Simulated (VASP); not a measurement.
Here is a VASP 6.6.1 calculation.

File INCAR:

```
SYSTEM = LuAl3N4
ALGO = Normal
EDIFF = 1E-6
ENCUT = 520
ISIF = 2
ISMEAR = 0
KPAR = 4
LASPH = .TRUE.
LCHARG = .FALSE.
LMIXTAU = .TRUE.
LREAL = .FALSE.
LWAVE = .FALSE.
METAGGA = R2SCAN
NBANDS = 37
NELM = 150
PREC = Accurate
SIGMA = 0.03
```

The input KPOINTS:

```
k-points
0
G
  10 10 4
  0 0 0
```

The input POSCAR:

```
LuAl3N4                                 
1.0
    3.2043728235     -0.0000000000     -0.0000000000
   -1.6021864067      2.7750682641      0.0000000000
    0.0000000000      0.0000000000     10.5074838455
  Lu              Al              N             
     1     3     4
Direct
     1.0000000000000000    0.0000000000000000    0.9022109168597482
     0.3333333300000021    0.6666666699999979    0.6542436034838121
     0.3333333300000021    0.6666666699999979    0.1782464429653924
     0.6666666699999979    0.3333333300000021    0.4165583055489507
     0.3333333300000021    0.6666666699999979    0.4759380560346635
     0.3333333300000021    0.6666666699999979    0.0004351100271083
     0.6666666699999979    0.3333333300000021    0.2379680832771299
     0.6666666699999979    0.3333333300000021    0.7208821118031798
```

Potentials or basis: VASP PAW PBE potentials, release 64 (Lu, Al, N).

Launch:

```bash
$ cat potpaw_PBE.64/Lu/POTCAR potpaw_PBE.64/Al/POTCAR potpaw_PBE.64/N/POTCAR > POTCAR
$ mpirun -np 4 vasp_std > vasp.out
```

**Question.** What does it give for the pressure?

**Answer.** -4.0 GPa.

**Question.** What does it give for the band gap on the k mesh?

**Answer.** 3.31 eV, direct.

**Question.** Estimate the largest force.

**Answer.** 0.079 eV/Å.

Stress tensor (GPa, compression positive):
```
-3.92  0.00  0.00
 0.00 -3.92  0.00
 0.00  0.00 -4.15
```

Caveat: the PAW data sets were made with another functional, which shifts forces and pressure a little; spin-orbit coupling is left out, which moves the levels of the heavy elements. r2SCAN opens gaps a little over a GGA but as a rule still falls short of measured ones.
